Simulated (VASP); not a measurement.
**Fe in VASP: the effect of Hubbard term**

The system is Fe, a sheet with vacuum.

```
Fe
1.0
     2.31119    0.00000    0.00000
     0.00000    2.31119    0.00000
     0.00000    0.00000   23.80000
Fe
1
Direct
  0.00000 0.00000 0.29412
```

The cell was built by a generator and needn't be a form met in nature.

Alike in all runs:

| Property | Result |
| --- | --- |
| Program | VASP 6.6.1 |
| Task | density of states |
| Functional | LDA |
| Potentials or basis | VASP PAW LDA potentials, release 64 (Fe) |
| Cutoff | 520 eV |
| k mesh | 8 × 8 × 1 |
| Occupations | fermi-dirac, width 0.05 eV |
| Spin | collinear spin, ferromagnetic start |
| Starting moments | [3.0] μB |
| Dipole correction | yes |
| k mesh for the DOS | 12 × 12 × 1 |
| Occupations for the DOS | tetrahedron |
| Further INCAR settings | ALGO = Normal; EDIFF = 1e-06; NBANDS = 14 |

| Hubbard term | moment (μB) |
| --- | --- |
| none | ? |
| Fe d U = 2 eV | 3.02 |
| Fe d U = 3 eV | 3.18 |
| Fe d U = 4 eV | 3.19 |
| Fe d U = 5 eV | 3.19 |
| Fe d U = 8 eV | 3.73 |

Task: What does the run with Hubbard term none give?

Result: Moment 2.65 μB.

Worked out: A parabola through the other rows of the moment, of slope -0.0441 μB per eV there, extrapolates to 3.10 μB, against the run's 2.65.

Caveats: the U is typed as a test and isn't derived for this compound (some runs).
